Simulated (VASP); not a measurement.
Consider the following.

```
CELL_PARAMETERS angstrom
      3.67826     0.00000     0.00000
      0.00000     3.67826     0.00000
      0.00000     0.00000     3.67826
ATOMIC_POSITIONS crystal
  Cu 0.00000 0.50000 0.50000
  Cu 0.50000 0.00000 0.50000
  Cu 0.50000 0.50000 0.00000
  Au 0.00000 0.00000 0.00000
```

Level of theory: LDA (Ceperley-Alder, Perdew-Zunger), VASP's LDA PAW potentials (set 64) (plane waves; VASP). Numerical set-up: 520 eV cut-off, 9×9×9 Γ-centred mesh, tetrahedra with Blöchl corrections, potentials Cu Au.

Unless said otherwise, spin-orbit coupling is left out, though it shifts the bands of the heavy elements here.

Q: What does the run give for the energy per atom (σ→0), band gap (on the k-mesh) with the smallest direct gap where there is one?

A: 
| Item | Result |
|---|---|
| band gap (on the k-mesh) | none (metal, semimetal or under 0.01 eV) |
| energy per atom (σ→0) | -452.3 kJ/mol of atoms |

Total energies compare only between runs with the same potentials, cut-off and functional.

The compound is Cu3Au in the L1_2 structure. It was relaxed first, which changed the volume by -6 %.
